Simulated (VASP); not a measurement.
A convergence study with VASP on TlBr (CsCl type): one setting is varied, all else stays as given below, so the limit is that of these other settings. Each run relaxes cell and ions from the cell shown. The basis is that of the starting cell, so low cut-offs carry a Pulay error.

```xyz
2
Lattice="3.9900 0.0000 0.0000 0.0000 3.9900 0.0000 0.0000 0.0000 3.9900" Properties=species:S:1:pos:R:3 pbc="T T T"
Tl     0.0000     0.0000     0.0000
Br     1.9950     1.9950     1.9950
```

Method: PBE GGA, VASP's PBE PAW potentials (set 64) (plane waves; VASP). The tightest run used: 700 eV cut-off, 6×6×6 Γ-centred mesh, Gaussian smearing of 0.050 eV, potentials Tl_d Br.

Unless said otherwise, spin-orbit coupling is left out, though it shifts the bands of the heavy elements here. Gaps are read on the run's mesh, which can miss a band edge.

**Question.** The settings run are ENCUT = 200; ENCUT = 250; ENCUT = 300; ENCUT = 350; ENCUT = 400; ENCUT = 450; ENCUT = 500; ENCUT = 600; ENCUT = 650; ENCUT = 700. From which on does the relaxed volume stay within 0.1 Å³/atom of the tightest run?

**Answer.** From ENCUT = 450 on: it is off by 0.025 there and by no more than 0.1 in any finer run, while ENCUT = 400 is off by 0.187.
| setting | relaxed volume (Å³/atom) | E (eV/atom) | gap on the mesh (eV) | plane waves | difference judged (Å³/atom) |
|---|---|---|---|---|---|
| ENCUT = 200 | 28.332 | -2.8279 | 1.547 | 437 | 4.941 |
| ENCUT = 250 | 32.560 | -2.7715 | 1.946 | 587 | 0.713 |
| ENCUT = 300 | 32.938 | -2.7717 | 1.974 | 768 | 0.335 |
| ENCUT = 350 | 32.770 | -2.7692 | 1.962 | 968 | 0.503 |
| ENCUT = 400 | 33.085 | -2.7716 | 1.985 | 1189 | 0.187 |
| ENCUT = 450 | 33.248 | -2.7726 | 1.996 | 1406 | 0.025 |
| ENCUT = 500 | 33.227 | -2.7723 | 1.995 | 1640 | 0.046 |
| ENCUT = 600 | 33.247 | -2.7724 | 1.997 | 2176 | 0.026 |
| ENCUT = 650 | 33.271 | -2.7726 | 1.998 | 2440 | 0.002 |
| ENCUT = 700 | 33.273 | -2.7725 | 1.998 | 2721 | 0.000 |

Left out are rungs that failed or repeat a setting and relaxations that didn't move; long series are thinned to 24 rows.

The compound is TlBr in the CsCl type structure.
